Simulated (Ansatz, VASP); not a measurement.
**Cross-check of Ti5Al6O19 (amorphous 62TiO2-38Al2O3 (mol %)) between VASP and Ansatz**

One calculation is typed for both programs; each brings its own data sets. How far apart do they land? The structure shown is the start of the Ansatz relaxation below; VASP solves that cell, so the two are compared at the walk's first step.

Calculated with Ansatz 0.2.0; plane waves, with VASP 6.6.1 beside it; single point at PBE.

### Step 1. The starting structure

The cell holds 90 atoms: 15 Ti, 18 Al and 57 O. Cell: a = 10.196 Å, b = 10.196 Å, c = 10.196 Å, α = 90.0°, β = 90.0°, γ = 90.0°. As first built, before any earlier steps moved the atoms (in the runner's words): 90 atoms (15 Ti, 18 Al, 57 O) placed at random at 3.31 g/cm^3, melted at 5000 K for 10 ps at fixed volume with the Morse and Coulomb pair potential with partial charges (Pedone, Malavasi, Menziani, Cormack and Segre, J. Phys. Chem. B 110, 11780 (2006)). Quenched from 5000 K to 300 K at 50 K/ps and fixed volume, held 5 ps, then minimised at fixed cell.

### Step 2. Ansatz: relaxation, PBE

Ansatz runs on its default PAW (the set named soft_2) files.

The two programs are compared at the cell with which this relaxation starts, whose forces are those of its first step.

input.yaml reads:

```yaml
crystal:
  lattice:
    - [10.196, 0.0, 0.0]
    - [0.0, 10.196, 0.0]
    - [0.0, 0.0, 10.196]
  atoms:
    - { symbol: Ti, position: [0.51013, 0.8794, 0.22534] }
    - { symbol: Ti, position: [0.6794, 0.39859, 0.57568] }
    - { symbol: Ti, position: [0.18587, 0.58179, 0.11274] }
    - { symbol: Ti, position: [0.01264, 0.28949, 0.23402] }
    - { symbol: Ti, position: [0.72266, 0.57617, 0.06499] }
    - { symbol: Ti, position: [0.67733, 0.25427, 0.92449] }
    - { symbol: Ti, position: [0.6918, 0.22412, 0.25644] }
    - { symbol: Ti, position: [0.18789, 0.86335, 0.31085] }
    - { symbol: Ti, position: [0.06146, 0.58488, 0.80534] }
    - { symbol: Ti, position: [0.46313, 0.55111, 0.72786] }
    - { symbol: Ti, position: [0.05847, 0.07085, 0.50137] }
    - { symbol: Ti, position: [0.91388, 0.0214, 0.97646] }
    - { symbol: Ti, position: [0.83942, 0.90542, 0.29497] }
    - { symbol: Ti, position: [0.96204, 0.60807, 0.31857] }
    - { symbol: Ti, position: [0.22495, 0.85763, 0.91549] }
    - { symbol: Al, position: [0.86277, 0.90321, 0.67944] }
    - { symbol: Al, position: [0.17966, 0.82289, 0.62926] }
    - { symbol: Al, position: [0.67589, 0.09276, 0.50697] }
    - { symbol: Al, position: [0.34874, 0.33827, 0.9766] }
    - { symbol: Al, position: [0.03318, 0.38864, 0.56144] }
    - { symbol: Al, position: [0.35435, 0.39018, 0.49144] }
    - { symbol: Al, position: [0.49712, 0.868, 0.65386] }
    - { symbol: Al, position: [0.6837, 0.71597, 0.46179] }
    - { symbol: Al, position: [0.42738, 0.09568, 0.83042] }
    - { symbol: Al, position: [0.19787, 0.1053, 0.04954] }
    - { symbol: Al, position: [0.59617, 0.83466, 0.90529] }
    - { symbol: Al, position: [0.37082, 0.10316, 0.53296] }
    - { symbol: Al, position: [0.74721, 0.6653, 0.75776] }
    - { symbol: Al, position: [0.36033, 0.6766, 0.4588] }
    - { symbol: Al, position: [0.86431, 0.2046, 0.70695] }
    - { symbol: Al, position: [0.40787, 0.19547, 0.25151] }
    - { symbol: Al, position: [0.18937, 0.27112, 0.72935] }
    - { symbol: Al, position: [0.46314, 0.48256, 0.22344] }
    - { symbol: O, position: [0.9097, 0.6436, 0.74947] }
    - { symbol: O, position: [0.71107, 0.69344, 0.92892] }
    - { symbol: O, position: [0.68383, 0.25532, 0.73932] }
    - { symbol: O, position: [0.85461, 0.60232, 0.17529] }
    - { symbol: O, position: [0.07544, 0.42732, 0.73661] }
    - { symbol: O, position: [0.37117, 0.7976, 0.30032] }
    - { symbol: O, position: [0.50813, 0.7281, 0.78462] }
    - { symbol: O, position: [0.10615, 0.70369, 0.24187] }
    - { symbol: O, position: [0.20367, 0.76701, 0.47297] }
    - { symbol: O, position: [0.65987, 0.25472, 0.45558] }
    - { symbol: O, position: [0.69418, 0.54613, 0.46396] }
    - { symbol: O, position: [0.02783, 0.9142, 0.62136] }
    - { symbol: O, position: [0.5479, 0.86326, 0.05857] }
    - { symbol: O, position: [0.32229, 0.00492, 0.93074] }
    - { symbol: O, position: [0.37596, 0.23333, 0.41332] }
    - { symbol: O, position: [0.23028, 0.02659, 0.47068] }
    - { symbol: O, position: [0.37908, 0.52027, 0.37121] }
    - { symbol: O, position: [0.33102, 0.59987, 0.61719] }
    - { symbol: O, position: [0.52707, 0.02103, 0.54438] }
    - { symbol: O, position: [0.0105, 0.9539, 0.36089] }
    - { symbol: O, position: [0.53568, 0.32153, 0.22817] }
    - { symbol: O, position: [0.86702, 0.74769, 0.39065] }
    - { symbol: O, position: [0.86306, 0.34501, 0.60031] }
    - { symbol: O, position: [0.83979, 0.31805, 0.24872] }
    - { symbol: O, position: [0.86568, 0.17073, 0.87795] }
    - { symbol: O, position: [0.71194, 0.42013, 0.98163] }
    - { symbol: O, position: [0.55352, 0.97133, 0.80125] }
    - { symbol: O, position: [0.75877, 0.06234, 0.34581] }
    - { symbol: O, position: [0.33318, 0.47606, 0.10938] }
    - { symbol: O, position: [0.0373, 0.21843, 0.39662] }
    - { symbol: O, position: [0.4936, 0.22769, 0.92458] }
    - { symbol: O, position: [0.49406, 0.05272, 0.25884] }
    - { symbol: O, position: [0.08201, 0.96568, 0.94247] }
    - { symbol: O, position: [0.30626, 0.22076, 0.1258] }
    - { symbol: O, position: [0.38527, 0.45932, 0.85329] }
    - { symbol: O, position: [0.08788, 0.44808, 0.21547] }
    - { symbol: O, position: [0.04803, 0.17332, 0.6571] }
    - { symbol: O, position: [0.00949, 0.51717, 0.45815] }
    - { symbol: O, position: [0.344, 0.16308, 0.69105] }
    - { symbol: O, position: [0.15427, 0.7427, 0.78561] }
    - { symbol: O, position: [0.21588, 0.97951, 0.18175] }
    - { symbol: O, position: [0.51094, 0.74763, 0.5187] }
    - { symbol: O, position: [0.70081, 0.16625, 0.08255] }
    - { symbol: O, position: [0.08002, 0.5595, 0.97364] }
    - { symbol: O, position: [0.03662, 0.17005, 0.10703] }
    - { symbol: O, position: [0.57917, 0.58388, 0.16463] }
    - { symbol: O, position: [0.2605, 0.7323, 0.03011] }
    - { symbol: O, position: [0.83603, 0.91996, 0.84361] }
    - { symbol: O, position: [0.65361, 0.53264, 0.71584] }
    - { symbol: O, position: [0.32682, 0.89372, 0.67847] }
    - { symbol: O, position: [0.65731, 0.83138, 0.31675] }
    - { symbol: O, position: [0.20924, 0.34955, 0.56176] }
    - { symbol: O, position: [0.73481, 0.79461, 0.629] }
    - { symbol: O, position: [0.21719, 0.2507, 0.8958] }
    - { symbol: O, position: [0.8677, 0.93135, 0.1241] }
    - { symbol: O, position: [0.4894, 0.40883, 0.59313] }
    - { symbol: O, position: [0.81294, 0.05949, 0.60556] }
kpoints:
  mp_grid: { grid: [1, 1, 1] }
hamiltonian:
  xc: pbe
scf:
  occupations: { method: fermi_dirac, width: 0.025 }
output:
  forces: true
relax:
  f_tol: 0.04
  max_steps: 250
  cell: {}
```

Run with:

```sh
$ ansatz run input.yaml --threads 4 --pin off --max-ram 8192MiB --backend cpu --events-out ev --progress --plain --runs-dir out
```

Numbers of over 12 decimals in the logs are rounded to 6 here.

Log:

```text
Engine: ansatz 0.2.0, x86_64-unknown-linux-gnu
Pseudopotentials: kind: paw
Pseudopotential: Ti, paw, valence charge 12, recommended cutoff 420 eV (normal), Ti.paw.azcp
Pseudopotential: Al, paw, valence charge 3, recommended cutoff 420 eV (normal), Al.paw.azcp
Pseudopotential: O, paw, valence charge 6, recommended cutoff 420 eV (normal), O.paw.azcp
Functional definition: PBE
  parameter kappa = 0.804
  parameter beta = 0.066725
  exchange = pbe_x(kappa = kappa, mu = beta*pi^2/3)
  correlation = pbe_c(beta = beta)
Crystal: 90 atoms, lattice volume = 1059.960 Å³
Basis set: ecut = 420 eV, 20719 PW (Γ), exchange–correlation on 144×144×144 points (8 copies of the dense FFT grid, shifted against one another)
Bands: 378, of which v1, the nominal top of the filled ones, is band 288 counted from 1 (287 counted from 0)
Symmetry: 1 space group operations
Space group: P1 (ITA 1), of the structure as read, at distance tolerance 1.0e-4 Å
k-points: 1
Non-local potential: Ti, projectors of the file, l = 0: 3, l = 1: 2, l = 2: 3, l = 3: 1
Non-local potential: Al, projectors of the file, l = 0: 2, l = 1: 2, l = 2: 1
Non-local potential: O, projectors of the file, l = 0: 2, l = 1: 2, l = 2: 1
PAW form: soft (Blöchl's): semilocal exchange-correlation on the pseudo side does not see the compensation charge
PAW one-centre angular grid: Ti, 590 points (default); XC on 64 Gauss nodes
PAW one-centre angular grid: Al, 110 points (default); XC on 64 Gauss nodes
PAW one-centre angular grid: O, 110 points (default); XC on 64 Gauss nodes
Initial density: superposition of atomic densities (neutral atoms: chi_scale 0, normalization atom), corrected by the library's trained network
Initial wavefunctions: pseudopotential atomic-orbital guess
Functional: x = pbe(κ = 0.804, μ = 0.219515), c = pbe(β = 0.066725)
SCF iter   1: F=—  HF=-79630.645320 eV  |F-HF|=—  |Δ(HF+E_count)|=         —  Δρ=4.17e-3  dr2=2.22e-1  ethr=1.77e-3  ⟨swp⟩=6.0  Hψ=1450  notcnv=0  defer=60
preconditioner: auto → Resta (q_TF=auto, 2.465 Å⁻¹)  ε∞=5.6  [insulator: Δε(μ)=2.609 eV  Ē_g=11.348 eV  σ=0.025 eV  W_gap=1.00  n_scr=250 (ndim 8)  ℏωp=24.4 eV  f_vac=0.064  D(μ)=0.00/eV (n_scr^D=0)  ε∞_Penn≈5.6]
SCF iter   2: F=—  HF=-79630.619564 eV  |F-HF|=—  |Δ(HF+E_count)|=   2.58e-2  Δρ=2.20e-3  dr2=5.09e-2  ethr=3.85e-5  ⟨swp⟩=3.0  Hψ=715  notcnv=0  defer=84
SCF iter   3: F=—  HF=-79630.617610 eV  |F-HF|=—  |Δ(HF+E_count)|=   1.95e-3  Δρ=1.18e-3  dr2=2.24e-2  ethr=8.85e-6  ⟨swp⟩=2.0  Hψ=557  notcnv=0  defer=84
SCF iter   4: F=—  HF=-79630.615727 eV  |F-HF|=—  |Δ(HF+E_count)|=   1.88e-3  Δρ=5.77e-4  dr2=5.29e-3  ethr=3.89e-6  ⟨swp⟩=2.0  Hψ=485  notcnv=0  defer=84
SCF iter   5: F=—  HF=-79630.614972 eV  |F-HF|=—  |Δ(HF+E_count)|=   7.56e-4  Δρ=2.68e-4  dr2=8.53e-4  ethr=9.19e-7  ⟨swp⟩=2.0  Hψ=561  notcnv=0  defer=84
SCF iter   6: F=—  HF=-79630.614989 eV  |F-HF|=—  |Δ(HF+E_count)|=   1.76e-5  Δρ=1.29e-4  dr2=1.87e-4  ethr=1.48e-7  ⟨swp⟩=2.0  Hψ=479  notcnv=0  defer=84
SCF iter   7: F=—  HF=-79630.614959 eV  |F-HF|=—  |Δ(HF+E_count)|=   2.98e-5  Δρ=6.16e-5  dr2=4.28e-5  ethr=3.24e-8  ⟨swp⟩=2.0  Hψ=479  notcnv=0  defer=84
SCF iter   8: F=—  HF=-79630.616816 eV  |F-HF|=—  |Δ(HF+E_count)|=   1.86e-3  Δρ=2.83e-5  dr2=9.85e-6  ethr=7.43e-9  ⟨swp⟩=2.0  Hψ=658  notcnv=0  defer=84
SCF iter   9: F=—  HF=-79630.616819 eV  |F-HF|=—  |Δ(HF+E_count)|=   3.13e-6  Δρ=1.53e-5  dr2=2.96e-6  ethr=1.71e-9  ⟨swp⟩=2.0  Hψ=581  notcnv=0  defer=84
SCF iter  10: F=—  HF=-79630.616820 eV  |F-HF|=—  |Δ(HF+E_count)|=   6.61e-7  Δρ=7.39e-6  dr2=7.55e-7  ethr=5.13e-10  ⟨swp⟩=2.0  Hψ=581  notcnv=0  defer=84
SCF iter  11: F=—  HF=-79630.616820 eV  |F-HF|=—  |Δ(HF+E_count)|=   2.02e-7  Δρ=3.51e-6  dr2=1.64e-7  ethr=1.31e-10  ⟨swp⟩=2.0  Hψ=561  notcnv=0  defer=84
SCF iter  12: F=-79630.616820 eV  HF=-79630.616820 eV  |F-HF|=2.48e-8  |Δ(HF+E_count)|=   5.10e-8  Δρ=1.73e-6  dr2=4.00e-8  ethr=1.74e-11  ⟨swp⟩=3.0  Hψ=950  notcnv=0
SCF 1 converged in 12 iterations: F = -79630.616820 eV  dr2 = 4.00e-8
  greatest PAW one-centre occupation: 0.999 electrons in one spin orbital (limit 2), on the Ti atom at site 1 (counted from 0), in its partial waves of l = 0
relax step   1: F+E_penalty+E_count = -79630.61682024 eV  Δ(F+E_penalty+E_count) = +0.000e0 eV  max|allowed force component| = 1.918e0 eV/Å  Δτ_max = 0.0000 Å  P = +4.399 GPa  Ω = 1059.960 Å³  (12 SCF iters, dr2 threshold 1.00e-7 eV, accepted)
Crystal: 90 atoms, lattice volume = 1068.072 Å³
Basis set: ecut = 420 eV, 20831 PW (Γ), exchange–correlation on 144×144×144 points (8 copies of the dense FFT grid, shifted against one another)
Initial density: handed on by an earlier stage of this run
Initial wavefunctions: those handed on with the density
iter 1 solved again at ethr=7.05e-5 eV; its pass at ethr=3.10e-3 eV (dr2=4.06e-1 eV) is discarded
[...]
atom  77  O      0.00342631     0.00231287    -0.00080497
  atom  78  O      0.00786579    -0.00336497    -0.00127104
  atom  79  O     -0.00985514    -0.00297222     0.00833186
  atom  80  O     -0.00186448     0.00091879     0.00250846
  atom  81  O      0.00340965    -0.00333089     0.00148811
  atom  82  O     -0.00108054    -0.00317732    -0.00113456
  atom  83  O     -0.00707027     0.00382789    -0.00079560
  atom  84  O      0.00182204     0.00267231    -0.00220324
  atom  85  O     -0.00652416    -0.00403378     0.00325259
  atom  86  O      0.00550348     0.00034098    -0.00142134
  atom  87  O     -0.00609264    -0.00189670     0.00487690
  atom  88  O      0.00485526    -0.00260037     0.00183702
  atom  89  O      0.00832412    -0.00301366     0.00061098
  atom  90  O     -0.00037196    -0.00508811     0.00227718
  max |Σ_I F_I| component: 4.65e-5 eV/Å
--- Stress (GPa, compression-positive) ---
       -0.002700      -0.000182      -0.002958
       -0.000180       0.003427      -0.000707
       -0.002963      -0.000712       0.002749
  P = ⅓ Tr σ = 0.0012 GPa (0.012 kbar)
--- Relaxed structure (9 steps of the walk, 9 accepted, 2 SCFs on fresh bases) ---
  F+E_penalty+E_count = -79633.62902406 eV   max|allowed force component| = 2.409e-2 eV/Å   (the final SCF, on the basis selected at the relaxed cell)
  cell:  # Å, volume = 1075.8626 Å³
    - [10.310953, 0.052180, 0.062655]
    - [0.052180, 10.153263, 0.039066]
    - [0.062655, 0.039066, 10.277465]
  atoms:
    - { symbol: Ti, position: [0.516183, 0.885717, 0.236469] }
    - { symbol: Ti, position: [0.681390, 0.404356, 0.565799] }
    - { symbol: Ti, position: [0.187239, 0.586807, 0.107231] }
    - { symbol: Ti, position: [0.010599, 0.295717, 0.234669] }
    - { symbol: Ti, position: [0.726199, 0.582712, 0.066632] }
    - { symbol: Ti, position: [0.682830, 0.258920, 0.923671] }
    - { symbol: Ti, position: [0.696887, 0.218410, 0.243220] }
    - { symbol: Ti, position: [0.189555, 0.871254, 0.303888] }
    - { symbol: Ti, position: [0.057691, 0.570461, 0.810488] }
    - { symbol: Ti, position: [0.456927, 0.538915, 0.721604] }
    - { symbol: Ti, position: [0.062532, 0.070605, 0.498336] }
    - { symbol: Ti, position: [0.910668, 0.026997, 0.974762] }
    - { symbol: Ti, position: [0.846024, 0.907200, 0.293358] }
    - { symbol: Ti, position: [0.972372, 0.609791, 0.318784] }
    - { symbol: Ti, position: [0.223768, 0.862776, 0.894359] }
    - { symbol: Al, position: [0.863473, 0.907101, 0.677856] }
    - { symbol: Al, position: [0.172982, 0.820180, 0.626304] }
    - { symbol: Al, position: [0.672928, 0.093772, 0.501569] }
    - { symbol: Al, position: [0.347228, 0.334411, 0.977595] }
    - { symbol: Al, position: [0.031933, 0.367205, 0.551468] }
    - { symbol: Al, position: [0.353038, 0.407910, 0.497893] }
    - { symbol: Al, position: [0.483511, 0.865171, 0.661151] }
    - { symbol: Al, position: [0.690611, 0.720448, 0.468544] }
    - { symbol: Al, position: [0.430928, 0.096690, 0.834820] }
    - { symbol: Al, position: [0.196521, 0.109943, 0.040841] }
    - { symbol: Al, position: [0.566159, 0.823347, 0.910104] }
    - { symbol: Al, position: [0.371803, 0.118127, 0.533210] }
    - { symbol: Al, position: [0.736902, 0.657313, 0.764214] }
    - { symbol: Al, position: [0.368090, 0.681961, 0.452284] }
    - { symbol: Al, position: [0.858292, 0.206182, 0.707551] }
    - { symbol: Al, position: [0.414419, 0.204501, 0.249322] }
    - { symbol: Al, position: [0.189454, 0.265605, 0.730702] }
    - { symbol: Al, position: [0.468032, 0.487719, 0.214560] }
    - { symbol: O, position: [0.898472, 0.614711, 0.780262] }
    - { symbol: O, position: [0.701881, 0.711025, 0.928073] }
    - { symbol: O, position: [0.685967, 0.249494, 0.745553] }
    - { symbol: O, position: [0.860092, 0.594919, 0.174732] }
    - { symbol: O, position: [0.075797, 0.414459, 0.732557] }
    - { symbol: O, position: [0.372204, 0.797079, 0.302385] }
    - { symbol: O, position: [0.494802, 0.724120, 0.785511] }
    - { symbol: O, position: [0.109866, 0.713521, 0.235647] }
    - { symbol: O, position: [0.210080, 0.760384, 0.473541] }
    - { symbol: O, position: [0.658038, 0.257297, 0.448432] }
    - { symbol: O, position: [0.698220, 0.545122, 0.461186] }
    - { symbol: O, position: [0.025160, 0.912646, 0.616574] }
    - { symbol: O, position: [0.531770, 0.865442, 0.068373] }
    - { symbol: O, position: [0.325446, 0.00675269, 0.941074] }
    - { symbol: O, position: [0.378779, 0.244695, 0.411916] }
    - { symbol: O, position: [0.231098, 0.029397, 0.472723] }
    - { symbol: O, position: [0.385487, 0.525024, 0.362331] }
    - { symbol: O, position: [0.332230, 0.575428, 0.596464] }
    - { symbol: O, position: [0.519862, 0.020060, 0.548054] }
    - { symbol: O, position: [0.015628, 0.959764, 0.358163] }
    - { symbol: O, position: [0.538915, 0.325788, 0.213526] }
    - { symbol: O, position: [0.871588, 0.746329, 0.396129] }
    - { symbol: O, position: [0.861009, 0.347539, 0.600439] }
    - { symbol: O, position: [0.835216, 0.324198, 0.240237] }
[...]
- { symbol: O, position: [0.310753, 0.891282, 0.700862] }
    - { symbol: O, position: [0.664643, 0.828541, 0.324721] }
    - { symbol: O, position: [0.209595, 0.336615, 0.562685] }
    - { symbol: O, position: [0.746662, 0.783253, 0.634296] }
    - { symbol: O, position: [0.214016, 0.244256, 0.903741] }
    - { symbol: O, position: [0.868271, 0.918969, 0.124246] }
    - { symbol: O, position: [0.494435, 0.394493, 0.597084] }
    - { symbol: O, position: [0.808017, 0.059733, 0.607389] }
```

Reading the cycles: dr2 is the Hartree energy of the density residual (eV), the measure of convergence; HF is the Harris–Foulkes estimate of the energy, which meets the free energy F at convergence.

(Part 1 of 2 ends here.)

[Lines on the potential files, build, host, timing and source positions are cut from VASP's logs without a mark.]

[Logs are printed without paths, hosts, clocks, repeated set-up lines and the standing remarks that a program may print on its own settings, such as how far it seeks lower states.]

[Hosts, paths, dates, database ids (printed as entryN), source tags and the programs' standing remarks are cut or masked in the printed files.]
